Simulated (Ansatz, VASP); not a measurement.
## Two plane-wave programs on Pt2I3

```
CELL_PARAMETERS angstrom
4.09934 0.00000 0.00000
-2.04967 3.55013 0.00000
0.00000 0.00000 9.99058
ATOMIC_POSITIONS crystal
Pt 0.33333 0.66667 0.16602
Pt 0.66667 0.33333 0.83398
I 0.00000 0.00000 0.00000
I 0.33333 0.66667 0.69248
I 0.66667 0.33333 0.30752
```

Alike in both runs: functional PBE; k mesh 6 × 6 × 2; occupations gaussian, width 0.1 eV; no spin polarisation.

Ansatz relaxed the structure, and its values are those at the end. VASP's run is a single point on that final structure, the one shown.

|  | VASP | Ansatz |
| --- | --- | --- |
| version | VASP 6.6.1 | Ansatz 0.2.0 |
| potentials or method | VASP PAW PBE potentials, release 64 (Pt, I) | scalar-relativistic, plane waves, PAW |
| plane-wave cutoff (eV) | 520 | 420 |
| valence electrons in the cell | 41 | 87 |

|  | VASP | Ansatz | Ansatz less VASP |
| --- | --- | --- | --- |
| gap on the k mesh at the Fermi level (eV) | none | none | - |
| pressure (GPa) | -0.2 | -0.1 | +0.16 |
| rms of the force components (eV/Å) | 0.017 | 0.010 | -0.0073 |

A gap of «none» marks a metal or a gap that the smearing closes. The functional is the same, so the differences come from potentials, cutoffs and numerics. The two sets of potentials don't hold the same shells in valence.

Caveats: this functional lacks dispersion, which binds the layers, so the pressure and a relaxed spacing across them are unreliable; an odd number of electrons without spin polarisation forces a metal; a magnetic or distorted state may lie lower. The runs have no spin-orbit coupling, so splittings on I, Pt are missing.
